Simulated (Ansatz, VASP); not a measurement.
# GaP (GaP (F-43m)): VASP beside Ansatz

Aim: how closely do two programs agree when they are given the same cell, functional and k mesh? The cell is taken from a series of runs on this material, whose earlier steps may have relaxed, scaled, displaced or heated it; both programs get it as it stands.

Main program and level: Ansatz 0.2.0; plane waves, with VASP 6.6.1 beside it; relaxation of cell and atoms at r2SCAN.

## 1. The starting structure

Symmetry: F-43m, No. 216, cubic system. Conventional cell: a = 5.438 Å, b = 5.438 Å, c = 5.438 Å, α = 90.00°, β = 90.00°, γ = 90.00°. Nearest to Ga lie 4 P at 2.35 Å. Nearest to P lie 4 Ga at 2.35 Å. Farther neighbours are not listed.

## 2. Ansatz: relaxation of cell and atoms, r2SCAN

Ansatz runs on its default PAW (the set named soft_2) files.

The relaxed volume is the usual yardstick between codes: in a stiff, nearly cubic crystal its relative difference is about their pressure difference at one cell divided by the bulk modulus.

File input.yaml:

```yaml
crystal:
  lattice:
    - [0.0, 2.7192439, 2.7192439]
    - [2.7192439, 0.0, 2.7192439]
    - [2.7192439, 2.7192439, 0.0]
  atoms:
    - { symbol: Ga, position: [0.0, 0.0, 0.0] }
    - { symbol: P, position: [0.25, 0.25, 0.25] }
basis:
  ecutwfc: 500
  xc_grid: 2
hamiltonian:
  xc: r2scan
kpoints:
  mp_grid: { grid: [9, 9, 9] }
scf:
  occupations: { method: fixed }
  max_iter: 100
relax:
  f_tol: 0.005
  max_steps: 60
  cell: {}
output:
  forces: true
  stress: true
checkpoint:
  write: "../cell.run"
  compress: false
  write_wavefunctions: false
  write_every: 100000
```

The run is started by

```bash
$ ansatz run input.yaml --threads 4 --pin off --max-ram 7536MiB --backend cpu --events-out ev --progress --plain --runs-dir out
```

Numbers of over 12 decimals in the logs are rounded to 6 here.

The program printed:

```text
Engine: ansatz 0.2.0, aarch64-unknown-linux-gnu
Pseudopotentials: kind: paw
Pseudopotential: Ga, paw, valence charge 13, recommended cutoff 500 eV (meta_gga), Ga.paw.azcp
Pseudopotential: P, paw, valence charge 5, recommended cutoff 500 eV (meta_gga), P.paw.azcp
Functional definition: r2SCAN
  parameter k0 = 0.174
  parameter k1 = 0.065
  parameter a1 = 4.9479
  exchange = r2scan_x(k0 = k0, k1 = k1, a1 = a1)
  correlation = r2scan_c
Crystal: 2 atoms, lattice volume = 40.214 Å³
Basis set: ecut = 500 eV, 965 PW (Γ), exchange–correlation on 60×60×60 points (8 copies of the dense FFT grid, shifted against one another)
Bands: 13, of which v1, the nominal top of the filled ones, is band 9 counted from 1 (8 counted from 0)
Symmetry: 24 space group operations
Space group: F-43m (ITA 216), of the structure as read, at distance tolerance 3.4e-5 Å
k-points: 35 of 729 (time reversal used)
Non-local potential: Ga, projectors of the file, l = 0: 2, l = 1: 2, l = 2: 3, l = 3: 1
Non-local potential: P, projectors of the file, l = 0: 2, l = 1: 2, l = 2: 2
PAW form: soft (Blöchl's): semilocal exchange-correlation on the pseudo side does not see the compensation charge
PAW frozen core: Ga, regenerated for the run's functional (the file was generated under x = pbe(κ = 0.804, μ = 0.219515), c = pbe(β = 0.066725))
PAW frozen core: P, regenerated for the run's functional (the file was generated under x = pbe(κ = 0.804, μ = 0.219515), c = pbe(β = 0.066725))
PAW one-centre angular grid: Ga, 590 points (default); XC on 160 Gauss nodes
PAW one-centre angular grid: P, 302 points (default); XC on 160 Gauss nodes
Initial density: superposition of atomic densities (neutral atoms: chi_scale 0, normalization atom), corrected by the library's trained network
Initial wavefunctions: pseudopotential atomic-orbital guess
Functional: x = r2scan, c = r2scan; τ floored in thin density (d = 2e-4 eV/Å³)
SCF iter   1: F=—  HF=-4550.474021 eV  |F-HF|=—  |Δ(HF+E_count)|=         —  Δρ=8.74e-3  dr2=1.84e-2  dr2_τ=7.55e-3  ethr=1.77e-3  ⟨swp⟩=5.0  Hψ=2431  notcnv=0  defer=63
preconditioner: auto → none  [insulator: Δε(μ)=1.775 eV  Ē_g=16.430 eV  n_scr=14 (ndim 8)  ℏωp=24.8 eV  f_vac=0.013  ε∞_Penn≈3.3]
SCF iter   2: F=—  HF=-4550.484770 eV  |F-HF|=—  |Δ(HF+E_count)|=   1.07e-2  Δρ=2.33e-3  dr2=3.08e-3  dr2_τ=9.84e-5  ethr=1.02e-4  ⟨swp⟩=3.0  Hψ=1183  notcnv=0  defer=64
SCF iter   3: F=—  HF=-4550.483229 eV  |F-HF|=—  |Δ(HF+E_count)|=   1.54e-3  Δρ=1.71e-3  dr2=5.05e-4  dr2_τ=7.36e-6  ethr=1.71e-5  ⟨swp⟩=2.4  Hψ=859  notcnv=0  defer=64
SCF iter   4: F=—  HF=-4550.483459 eV  |F-HF|=—  |Δ(HF+E_count)|=   2.30e-4  Δρ=2.52e-4  dr2=4.43e-5  dr2_τ=5.54e-7  ethr=2.81e-6  ⟨swp⟩=2.8  Hψ=826  notcnv=0  defer=64
SCF iter   5: F=—  HF=-4550.483457 eV  |F-HF|=—  |Δ(HF+E_count)|=   2.15e-6  Δρ=8.66e-5  dr2=2.71e-6  dr2_τ=3.01e-8  ethr=2.46e-7  ⟨swp⟩=2.0  Hψ=564  notcnv=0  defer=48
SCF iter   6: F=-4550.483456 eV  HF=-4550.483456 eV  |F-HF|=6.32e-8  |Δ(HF+E_count)|=   6.88e-7  Δρ=9.50e-6  dr2=3.54e-8  dr2_τ=3.37e-9  ethr=5.56e-10  ⟨swp⟩=4.1  Hψ=2100  notcnv=0
SCF 1 converged in 6 iterations: F = -4550.483456 eV  dr2 = 3.54e-8
  greatest PAW one-centre occupation: 0.993 electrons in one spin orbital (limit 2), on the Ga atom at site 0 (counted from 0), in its partial waves of l = 2
relax step   1: F+E_penalty+E_count = -4550.48345618 eV  Δ(F+E_penalty+E_count) = +0.000e0 eV  max|allowed force component| = 2.220e-16 eV/Å  Δτ_max = 0.0000 Å  P = +0.633 GPa  Ω = 40.214 Å³  (6 SCF iters, dr2 threshold 1.00e-7 eV, accepted)
[...]
relax step   2: F+E_penalty+E_count = -4550.48391933 eV  Δ(F+E_penalty+E_count) = -4.632e-4 eV  max|allowed force component| = 5.089e-17 eV/Å  Δτ_max = 0.0000 Å  P = +0.169 GPa  Ω = 40.422 Å³  energy of the carried Pulay correction = -5.774e-5 eV  (5 SCF iters, dr2 threshold 2.00e-7 eV, accepted)
[...]
relax step   3: F+E_penalty+E_count = -4550.48393901 eV  Δ(F+E_penalty+E_count) = -1.968e-5 eV  max|allowed force component| = 4.742e-17 eV/Å  Δτ_max = 0.0000 Å  P = +0.002 GPa  Ω = 40.499 Å³  energy of the carried Pulay correction = -7.881e-5 eV  (4 SCF iters, dr2 threshold 7.13e-8 eV, accepted)
[...]
relax step   4: F+E_penalty+E_count = -4550.48401359 eV  Δ(F+E_penalty+E_count) = -7.458e-5 eV  max|allowed force component| = 5.782e-17 eV/Å  Δτ_max = 0.0000 Å  P = +0.003 GPa  Ω = 40.499 Å³  stress off target by 3.35e-3 GPa  SCF on the basis re-selected at this cell (its energy is not comparable with the rows above)  (5 SCF iters)
basis re-selected at this cell: Δ(F+E_penalty+E_count) = -7.458e-5 eV, ΔP = +0.001 GPa vs the last step (what re-selecting the basis moved, of the pressure what is left beyond the Pulay correction that the steps carried, after the strain that the cell walked since its last selection, with what the two solves' SCF thresholds leave and, on support functions, any second-order correction that the steps lacked; it is no m [...]
SCF converged after 5 iterations
Free energy (F): -4550.484014 eV
Harris-Foulkes:  -4550.484014 eV  (|F-HF|=4.07e-10)
Internal energy: -4550.484014 eV  (E = F + TS)
E sigma→0 (E₀):  -4550.484014 eV
Fermi energy:    6.893454 eV
--- Per-component energies (eV) ---
  E_band       = -67.712972
  E_kinetic    = 185.461717
  E_local      = -2202.984415  (includes V_loc(G=0)·N_el)
  E_nonlocal   = 460.445801
  E_hartree    = 1020.590662
  E_xc         = -120.982535
  E_vxc        = -124.824588  (∫ρ·V_xc dr)
  E_paw        = -2579.820338  (= ΣΔE_a)
  E_vpaw       = -433.008530  (= ΣTr[D̂ρ^β])
  E_aug_tail   = -0.000042  (compensation charges beyond the density's cutoff)
  E_vtau       = 6.015718  (kinetic-family band-sum trace: ∫τ·v_τ [+ j·A + Jᵃ·Aᵃ] dr)
  E_ewald      = -1312.450951
  E_core_change = -0.743912  (= ΣΔE_core)
  E_smearing   = -0.000000  (= −TS)
  E_closure    = 0.000000  (closes the sum)
  Σ components = -4550.484014   (vs F -4550.484014, Δ=0.00e0)
--- Forces (eV/Å), atoms counted from 1 ---
  atom   1  Ga     0.00000000    -0.00000000    -0.00000000
  atom   2  P     -0.00000000     0.00000000     0.00000000
  max |Σ_I F_I| component: 1.39e-17 eV/Å
--- Stress (GPa, compression-positive) ---
        0.003348       0.000000       0.000000
        0.000000       0.003348       0.000000
        0.000000       0.000000       0.003348
  P = ⅓ Tr σ = 0.0033 GPa (0.033 kbar)
--- Relaxed structure (3 steps of the walk, 3 accepted, 1 SCFs on fresh bases) ---
  F+E_penalty+E_count = -4550.48401359 eV   max|allowed force component| = 5.782e-17 eV/Å   (the final SCF, on the basis selected at the relaxed cell)
  cell:  # Å, volume = 40.4987 Å³
    - [0, 2.725653, 2.725653]
    - [2.725653, 0, 2.725653]
    - [2.725653, 2.725653, 0]
  atoms:
    - { symbol: Ga, position: [0, 0, 0] }
    - { symbol: P, position: [0.25, 0.25, 0.25] }
```

In the SCF lines HF is the Harris–Foulkes energy and dr2 the Hartree energy of the density residual, in eV; the loop may stop once dr2 is under the threshold and the program's other checks hold. Hψ counts applications of the Hamiltonian.

## 3. VASP: relaxation of cell and atoms, r2SCAN

The same cell, functional and mesh now go to VASP, with its own data sets.

Lines of VASP's logs that name or quote its potential files are left out, and so is its time.

File INCAR:

```
SYSTEM = GaP
PREC = Accurate
ENCUT = 550
EDIFF = 1E-07
NELM = 120
ISMEAR = 0
SIGMA = 0.01
LREAL = .FALSE.
ALGO = Normal
METAGGA = R2SCAN
LASPH = .TRUE.
NBANDS = 15
LORBIT = 11
LWAVE = .FALSE.
LCHARG = .FALSE.
ISIF = 3
IBRION = 2
NSW = 80
EDIFFG = -0.005
GGA_COMPAT = .FALSE.
NELMIN = 4
EFERMI = MIDGAP
LMIXTAU = .TRUE.
```

File POSCAR:

```
GaP
1.0
    0.0000000000      2.7192440000      2.7192440000
    2.7192440000      0.0000000000      2.7192440000
    2.7192440000      2.7192440000      0.0000000000
Ga P
1 1
Direct
    0.0000000000      0.0000000000      0.0000000000
    0.2500000000      0.2500000000      0.2500000000
```

File KPOINTS:

```
Automatic mesh
0
Gamma
9 9 9
0 0 0
```

Potentials, in the order of the species: Ga_d and P (PBE family, release 64).

The run is started by

```bash
$ mpirun -np 1 vasp_std
```

The program printed:

```text
[banner, memory and clock lines left out]
running    1 mpi-ranks, on    1 nodes
 distrk:  each k-point on    1 cores,    1 groups
 distr:  one band on    1 cores,    1 groups

 POSCAR found type information on POSCAR GaP
 POSCAR found :  2 types and       2 ions
|                                                                             |
|               ----> ADVICE to this user running VASP <----                  |
|                                                                             |
|     You enforced a specific xc type in the INCAR file but a different       |
|     [... a line on the potential file left out ...]
|     I HOPE YOU KNOW WHAT YOU ARE DOING!                                     |
|                                                                             |

 LDA part: xc-table for (None), standard interpolation
 POSCAR, INCAR and KPOINTS ok, starting setup
 FFT: planning ... GRIDC
 FFT: planning ... GRID_SOFT
 FFT: planning ... GRID
 WAVECAR not read
 entering main loop
       N       E                     dE             d eps       ncg     rms          rms(c)
DAV:   1     0.691931829425E+02    0.69193E+02   -0.97492E+03  1097   0.181E+03
DAV:   2    -0.171657394912E+02   -0.86359E+02   -0.82201E+02  1162   0.333E+02
DAV:   3    -0.236421615615E+02   -0.64764E+01   -0.64500E+01  1344   0.720E+01
DAV:   4    -0.237387004518E+02   -0.96539E-01   -0.96512E-01  1250   0.948E+00
DAV:   5    -0.237406306100E+02   -0.19302E-02   -0.19301E-02  1380   0.116E+00    0.486E+00
DAV:   6    -0.214299255788E+02    0.23107E+01   -0.63378E-01  1345   0.166E+01    0.319E+00
DAV:   7    -0.215963224074E+02   -0.16640E+00   -0.37968E-01  1302   0.682E+00    0.150E+00
DAV:   8    -0.214395833077E+02    0.15674E+00   -0.11330E-01  1092   0.424E+00    0.102E+00
DAV:   9    -0.214472615430E+02   -0.76782E-02   -0.18919E-01  1057   0.422E+00    0.255E-01
DAV:  10    -0.214566075446E+02   -0.93460E-02   -0.15191E-01  1050   0.362E+00    0.121E-01
DAV:  11    -0.214633234992E+02   -0.67160E-02   -0.65720E-03  1260   0.609E-01    0.526E-02
DAV:  12    -0.214625866322E+02    0.73687E-03   -0.45463E-04  1281   0.179E-01    0.618E-02
DAV:  13    -0.214637015933E+02   -0.11150E-02   -0.82204E-04  1113   0.301E-01    0.238E-02
DAV:  14    -0.214637145275E+02   -0.12934E-04   -0.26043E-05  1428   0.440E-02    0.311E-02
DAV:  15    -0.214637174274E+02   -0.28999E-05   -0.70694E-06  1134   0.282E-02    0.246E-02
DAV:  16    -0.214637280891E+02   -0.10662E-04   -0.39238E-06  1155   0.270E-02    0.328E-03
DAV:  17    -0.214637276651E+02    0.42397E-06   -0.57331E-07  1302   0.786E-03    0.331E-03
DAV:  18    -0.214637270741E+02    0.59101E-06   -0.41759E-07  1113   0.678E-03    0.739E-04
DAV:  19    -0.214637265120E+02    0.56210E-06   -0.67654E-08   875   0.301E-03    0.868E-04
DAV:  20    -0.214637266431E+02   -0.13110E-06   -0.23177E-08   630   0.188E-03    0.161E-04
DAV:  21    -0.214637266357E+02    0.73901E-08   -0.87851E-09   595   0.113E-03
   1 F= -.21463727E+02 E0= -.21463727E+02  d E =-.214637E+02
 curvature:   0.00 expect dE= 0.000E+00 dE for cont linesearch  0.000E+00
 trial: gam= 0.00000 g(F)=  0.157E-45 g(S)=  0.147E-02 ort = 0.000E+00 (trialstep = 0.100E+01)
 search vector abs. value=  0.147E-02
 bond charge predicted
       N       E                     dE             d eps       ncg     rms          rms(c)
DAV:   1    -0.214792733613E+02   -0.15547E-01   -0.18566E-01  1323   0.879E+00    0.736E-01
DAV:   2    -0.214672402419E+02    0.12033E-01   -0.17712E-02  1323   0.306E+00    0.349E-01
DAV:   3    -0.214639626360E+02    0.32776E-02   -0.34089E-03  1288   0.133E+00    0.749E-02
DAV:   4    -0.214637638619E+02    0.19877E-03   -0.97466E-04  1104   0.418E-01    0.201E-02
DAV:   5    -0.214639288444E+02   -0.16498E-03   -0.97364E-05  1071   0.104E-01    0.289E-02
DAV:   6    -0.214639277023E+02    0.11421E-05   -0.62775E-06  1444   0.246E-02    0.370E-02
DAV:   7    -0.214639228931E+02    0.48092E-05   -0.27258E-05  1355   0.488E-02    0.247E-03
DAV:   8    -0.214639293638E+02   -0.64707E-05   -0.50543E-06  1064   0.258E-02    0.325E-03
DAV:   9    -0.214639293453E+02    0.18478E-07   -0.88048E-08  1139   0.229E-03
   2 F= -.21463929E+02 E0= -.21463929E+02  d E =-.202710E-03
 trial-energy change:   -0.000203  1 .order   -0.000299   -0.001465    0.000867
 step:   0.5674(harm=  0.6281)  dis= 0.00000  next Energy=   -21.464125 (dE=-0.398E-03)
 bond charge predicted
       N       E                     dE             d eps       ncg     rms          rms(c)
DAV:   1    -0.214669489721E+02   -0.30196E-02   -0.34144E-02  1316   0.370E+00    0.319E-01
DAV:   2    -0.214647310214E+02    0.22180E-02   -0.33543E-03  1330   0.140E+00    0.150E-01
DAV:   3    -0.214641441568E+02    0.58686E-03   -0.59523E-04  1295   0.563E-01    0.336E-02
DAV:   4    -0.214641098914E+02    0.34265E-04   -0.18844E-04  1111   0.179E-01    0.830E-03
DAV:   5    -0.214641382284E+02   -0.28337E-04   -0.18219E-05  1092   0.460E-02    0.119E-02
DAV:   6    -0.214641401747E+02   -0.19463E-05   -0.20632E-06  1387   0.131E-02    0.171E-02
DAV:   7    -0.214641307633E+02    0.94114E-05   -0.66294E-06  1266   0.224E-02    0.696E-04
DAV:   8    -0.214641328152E+02   -0.20519E-05   -0.11411E-06  1064   0.127E-02    0.112E-03
DAV:   9    -0.214641328312E+02   -0.16008E-07   -0.15256E-08   644   0.963E-04
   3 F= -.21464133E+02 E0= -.21464133E+02  d E =-.406195E-03
 curvature:  -0.31 expect dE=-0.202E-05 dE for cont linesearch -0.202E-05
 trial: gam=-0.06268 g(F)=  0.699E-46 g(S)=  0.662E-05 ort = 0.985E-04 (trialstep = 0.913E+00)
 search vector abs. value=  0.300E-07
 reached required accuracy - stopping structural energy minimisation
```

Parts of OUTCAR (step 3):

```text
ion  position               nearest neighbor table
   1  0.000  0.000  0.000-   2 2.35   2 2.35   2 2.35   2 2.35
   2  0.250  0.250  0.250-   1 2.35   1 2.35   1 2.35   1 2.35

  LATTYP: Found a face centered cubic cell.
 ALAT       =     5.4384880000

 Subroutine GETGRP returns: Found 24 space group operations
 (whereof 24 operations were pure point group operations)

The static configuration has the point symmetry T_d .

 Found     35 irreducible k-points:

   k-points           NKPTS =     35   k-points in BZ     NKDIM =     35   number of bands    NBANDS=     15

   dimension x,y,z NGX =    30 NGY =   30 NGZ =   30
   dimension x,y,z NGXF=    60 NGYF=   60 NGZF=   60

   ENCUT  =  550.0 eV  40.42 Ry    6.36 a.u.   7.35  7.35  7.35*2*pi/ulx,y,z

   NELECT =      18.0000    total number of electrons

 k-points in reciprocal lattice and weights: Automatic mesh
   0.00000000  0.00000000  0.00000000       0.001
   0.11111111  0.00000000  0.00000000       0.011
   0.22222222  0.00000000  0.00000000       0.011
   0.33333333  0.00000000  0.00000000       0.011
   0.44444444  0.00000000  0.00000000       0.011
   0.11111111  0.11111111  0.00000000       0.008
   0.22222222  0.11111111  0.00000000       0.033
   0.33333333  0.11111111  0.00000000       0.033
   0.44444444  0.11111111  0.00000000       0.033
[...]
-0.33333333  0.44444444  0.11111111       0.033
  -0.33333333  0.44444444  0.22222222       0.033

 average (electrostatic) potential at core
       1 -70.1771       2 -86.4513

 E-fermi :   5.3976

 k-point     1 :       0.0000    0.0000    0.0000
  band No.  band energies     occupation
    ...
      5     -10.4064      2.00000
      6      -8.5581      2.00000
      7       4.4694      2.00000
      8       4.4694      2.00000
      9       4.4694      2.00000
     10       6.8204      0.00000
     11       8.6604      0.00000
     12       8.6604      0.00000
     13       8.6604      0.00000
     14      13.9365      0.00000
    ...

 k-point     2 :       0.1111    0.0000    0.0000
  band No.  band energies     occupation
    ...
      5     -10.4064      2.00000
      6      -8.3886      2.00000
      7       3.1004      2.00000
      8       4.2756      2.00000
      9       4.2756      2.00000
     10       7.3479      0.00000
     11       8.9600      0.00000
     12       8.9600      0.00000
     13       9.1638      0.00000
     14      14.2023      0.00000
    ...

 k-point     3 :       0.2222    0.0000    0.0000
  band No.  band energies     occupation
    ...
      5     -10.4055      2.00000
      6      -7.9039      2.00000
      7       1.0092      2.00000
      8       3.8778      2.00000
      9       3.8778      2.00000
     10       7.1150      0.00000
     11       9.4771      0.00000
     12       9.4771      0.00000
     13      10.8825      0.00000
     14      13.8594      0.00000
    ...

  Total        0.0095620      0.0095620      0.0095620      0.0000000      0.0000000     -0.0000000
  in kB        0.3787465      0.3787465      0.3787465      0.0000000      0.0000000     -0.0000000
  external PRESSURE =       0.3787465 kB  Pullay stress =       0.0000000 kB

  energy-cutoff  :      550.00
  volume of cell :       40.45
      direct lattice vectors                 reciprocal lattice vectors
     0.000000000  2.724539875  2.724539875    -0.183517226  0.183517226  0.183517226
     2.724539875  0.000000000  2.724539875     0.183517226 -0.183517226  0.183517226
     2.724539875  2.724539875 -0.000000000     0.183517226  0.183517226 -0.183517226

 POSITION                                       TOTAL-FORCE (eV/Angst)
 -----------------------------------------------------------------------------------
      0.00000      0.00000      0.00000         0.000000      0.000000      0.000000
      1.36227      1.36227      1.36227        -0.000000     -0.000000     -0.000000
 -----------------------------------------------------------------------------------
    total drift:                               -0.000002     -0.000002     -0.000002

  FREE ENERGIE OF THE ION-ELECTRON SYSTEM (eV)
  ---------------------------------------------------
  free  energy   TOTEN  =       -21.4641328312 eV

  energy  without entropy=      -21.4641328312  energy(sigma->0) =      -21.46413283

 reached required accuracy - stopping structural energy minimisation

 total charge
# of ion       s       p       d       tot
------------------------------------------
    1        0.831   0.848  10.018  11.697
    2        1.009   1.541   0.000   2.550
--------------------------------------------------
tot          1.840   2.389  10.018  14.247

[... 3 further parts left out ...]
```

CONTCAR:

```
GaP
   1.00000000000000
     0.0000000000000000    2.7245398753340648    2.7245398753340648
     2.7245398753340648    0.0000000000000000    2.7245398753340648
     2.7245398753340648    2.7245398753340648   -0.0000000000000000
  Ga              P
     1     1
Direct
     0.0000000000000000    0.0000000000000000    0.0000000000000000
     0.2500000000000000    0.2500000000000000    0.2500000000000000
```

The run keeps the 24 symmetry operations of its start, so it cannot find a distortion of lower symmetry.

## 4. Side by side

Known differences besides the potentials themselves: VASP keeps PBE cores, Ansatz makes them for the functional; fixed occupations in Ansatz, narrow Gaussian smearing in VASP; the cutoff is 500 eV in Ansatz and 550 eV in VASP; Ansatz adds a Pulay correction to the stress that steers its cell, VASP none. Total energies have different zeros and are not compared.

Both answers:

```csv
quantity,Ansatz,VASP,difference
volume (Å³),40.50,40.45,+0.12 %
"edge a after relaxation, in the typed setting (Å)",3.855,3.853,+0.04 %
```

## 5. What came out

```
difference in volume (relaxation of cell and atoms, r2SCAN) : 0.12 %
```

What this shows: The difference in volume is 0.12 % (relaxation of cell and atoms, r2SCAN), within the 1.2 % picked in this series as the mark of a large difference, as far as the stopping tolerances let one tell. How closely two codes agree says nothing of how well the functional describes the real material.

[Lines on the potential files, build, host, timing and source positions are cut from VASP's logs without a mark.]

[Logs are printed without paths, hosts, clocks, repeated set-up lines and the standing remarks that a program may print on its own settings, such as how far it seeks lower states.]

[Hosts, paths, dates, database ids (printed as entryN), source tags and the programs' standing remarks are cut or masked in the printed files.]
